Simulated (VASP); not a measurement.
Here is the system:

```xyz
2
Lattice="1.5986 0.9229 2.9644 -1.5986 0.9229 2.9644 0.0000 -1.8459 2.9644" Properties=species:S:1:pos:R:3 pbc="T T T"
P      0.0000     0.0000     2.0236
P      0.0000     0.0000     6.8696
```

Level of theory: PBEsol GGA, VASP's PBE PAW potentials (set 64) (plane waves; VASP). Settings: 400 eV cut-off, 9×9×9 Γ-centred mesh, Gaussian smearing of 0.050 eV, potentials P.

Energy and stress use the plane-wave basis of the starting cell.

Question: The ions, cell shape and volume are relaxed. What does this cell relax into?

Answer: 
```xyz
2
Lattice="1.7172 0.9914 2.9522 -1.7172 0.9914 2.9522 0.0000 -1.9828 2.9522" Properties=species:S:1:pos:R:3 pbc="T T T"
P      0.0000     0.0000     2.0660
P      0.0000     0.0000     6.7905
```
Space group R-3m (166), at a tolerance of 0.03 Å.

Question: How do energy and volume change from the first to the last step?

Answer: The energy (σ→0) changes by -208.7 meV/atom and the volume by +14.9 %, in 16 ionic steps.

| step | E(σ→0) (eV) | max force (eV/Å) | pressure (GPa) | volume (Å³) |
|---|---|---|---|---|
| 1 | -11.1689 | 1.750 | 26.84 | 26.24 |
| 2 | -11.2784 | 1.270 | -13.60 | 35.48 |
| 3 | -11.5727 | 0.188 | -0.63 | 30.65 |
| 4 | -11.5730 | 0.153 | -0.26 | 30.56 |
| 5 | -11.5730 | 0.121 | 0.12 | 30.47 |
| 6 | -11.5807 | 0.026 | 0.30 | 30.48 |
| 7 | -11.5825 | 0.086 | 0.28 | 30.48 |
| 8 | -11.5821 | 0.124 | 0.21 | 30.48 |
| 9 | -11.5829 | 0.103 | 0.29 | 30.48 |
| 10 | -11.5839 | 0.060 | -0.38 | 30.61 |
| 11 | -11.5840 | 0.044 | -0.57 | 30.64 |
| 12 | -11.5851 | 0.028 | -0.64 | 30.50 |
| 13 | -11.5855 | 0.088 | -0.21 | 30.07 |
| 14 | -11.5860 | 0.023 | -0.50 | 30.29 |
| 15 | -11.5860 | 0.037 | 0.53 | 30.02 |
| 16 | -11.5863 | 0.008 | 0.01 | 30.15 |

The structure was generated: P was put into the A7 type (R-3m), which need not be its known phase. This run relaxes it. Symmetry was kept, so distortions that lower it aren't found.
